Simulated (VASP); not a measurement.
OSZICAR of a VASP run on MoS$_{2}$ (2H layered):

### OSZICAR
```
       N       E                     dE             d eps       ncg     rms          rms(c)
DAV:   1     0.455907755017E+03    0.45591E+03   -0.29497E+04  1680   0.157E+03
DAV:   2    -0.202415261198E+02   -0.47615E+03   -0.46651E+03  1859   0.392E+02
DAV:   3    -0.460499478746E+02   -0.25808E+02   -0.25633E+02  1895   0.793E+01
DAV:   4    -0.467270567405E+02   -0.67711E+00   -0.67504E+00  1877   0.127E+01
DAV:   5    -0.467489005252E+02   -0.21844E-01   -0.21836E-01  1936   0.206E+00    0.335E+01
DAV:   6    -0.445176676412E+02    0.22312E+01   -0.24477E+01  1655   0.258E+01    0.131E+01
DAV:   7    -0.440342654855E+02    0.48340E+00   -0.10095E+01  1672   0.161E+01    0.812E+00
DAV:   8    -0.437096959413E+02    0.32457E+00   -0.15231E+00  2029   0.681E+00    0.264E+00
DAV:   9    -0.437199149158E+02   -0.10219E-01   -0.15779E-01  2039   0.188E+00    0.129E+00
DAV:  10    -0.437118738947E+02    0.80410E-02   -0.67588E-02  1886   0.143E+00    0.334E-01
DAV:  11    -0.437118820939E+02   -0.81992E-05   -0.27203E-03  1832   0.306E-01    0.165E-01
DAV:  12    -0.437117924690E+02    0.89625E-04   -0.84220E-04  1950   0.148E-01    0.505E-02
DAV:  13    -0.437118240724E+02   -0.31603E-04   -0.19820E-04  1840   0.733E-02    0.217E-02
DAV:  14    -0.437118283883E+02   -0.43159E-05   -0.19050E-05  1860   0.259E-02    0.735E-03
DAV:  15    -0.437118298820E+02   -0.14937E-05   -0.41173E-06  1856   0.891E-03    0.497E-03
DAV:  16    -0.437118296763E+02    0.20568E-06   -0.16348E-06  1843   0.690E-03    0.172E-03
DAV:  17    -0.437118297889E+02   -0.11260E-06   -0.90634E-08  1208   0.173E-03    0.611E-04
DAV:  18    -0.437118297856E+02    0.33324E-08   -0.74872E-09  1227   0.529E-04
   1 F= -.43711830E+02 E0= -.43711830E+02  d E =0.000000E+00
```

Question: Which electronic solver shows in the log?

Answer: It is blocked Davidson (ALGO = Normal, or the opening steps of other solvers). The INCAR had ALGO = Normal.

Question: Can the final energy be trusted as converged?

Answer: The calculation finished and met its thresholds. It stopped with EDIFF = 1E-7, NELM = 100 (PBE GGA, plane waves, VASP's PBE PAW potentials (set 64)). Without a dispersion term in the relaxation, distances and binding between the weakly bound layers, chains or molecules are unreliable, and so is what depends on them.

The compound is MoS2 in the 2H layered structure. It was relaxed first, which changed the volume by +15 %.
